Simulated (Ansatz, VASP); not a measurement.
# Two plane-wave programs on Sb2PbO

File INCAR:

```
SYSTEM = Sb2PbO
ALGO = Normal
EDIFF = 1E-6
ENCUT = 520
GGA = PE
ISIF = 2
ISMEAR = 0
LASPH = .TRUE.
LCHARG = .FALSE.
LREAL = .FALSE.
LWAVE = .FALSE.
NBANDS = 23
NELM = 80
PREC = Accurate
SIGMA = 0.1
```

KPOINTS

```
k-points
0
G
  6 6 4
  0 0 0
```

File POSCAR:

```
Sb2PbO
1.0
    5.4341670800      0.0000000000      0.0000000000
   -2.7170835400      4.7061267400      0.0000000000
    0.0000000000      0.0000000000      4.4564279800
Sb Pb O
2 1 1
Direct
    0.3333333300      0.6666666700      0.5000000000
    0.6666666700      0.3333333300      0.5000000000
    0.0000000000      0.0000000000      0.0000000000
    0.0000000000      0.0000000000      0.5000000000
```

Input for Ansatz:

```yaml
crystal:
  lattice:
    - [5.43416708, 0.0, 0.0]
    - [-2.71708354, 4.70612674, 0.0]
    - [0.0, 0.0, 4.45642798]
  atoms:
    - { symbol: Sb, position: [0.33333333, 0.66666667, 0.5] }
    - { symbol: Sb, position: [0.66666667, 0.33333333, 0.5] }
    - { symbol: Pb, position: [0.0, 0.0, 0.0] }
    - { symbol: O, position: [0.0, 0.0, 0.5] }
basis:
  ecutwfc: 420
kpoints:
  mp_grid: { grid: [6, 6, 4] }
hamiltonian:
  xc: pbe
scf:
  occupations: { method: gaussian, width: 0.1 }
  lower_state_search: "off"
output:
  forces: true
  stress: true
  eigenvalues: true
```

Alike in both runs: task single point; functional PBE; k mesh 6 × 6 × 4; occupations gaussian, width 0.1 eV; no spin polarisation.

|  | VASP | Ansatz |
| --- | --- | --- |
| version | VASP 6.6.1 | Ansatz 0.2.0 |
| potentials or method | VASP PAW PBE potentials, release 64 (Sb, Pb_d, O) | scalar-relativistic, plane waves, PAW |
| plane-wave cutoff (eV) | 520 | 420 |
| valence electrons in the cell | 30 | 50 |

Ansatz gave:

- gap on the k mesh at the Fermi level (eV): none
- pressure (GPa): -2.1
- largest component of the traceless stress (GPa): 4.97

Question: Estimate VASP's values.

Answer: gap on the k mesh at the Fermi level (eV): none; pressure (GPa): -2.2; largest component of the traceless stress (GPa): 5.10.

A gap of «none» marks a metal or a gap that the smearing closes. The functional is the same, so the differences come from potentials, cutoffs and numerics. The two sets of potentials don't hold the same shells in valence.

Spin-orbit coupling is left out, which matters for the levels of Pb, Sb.
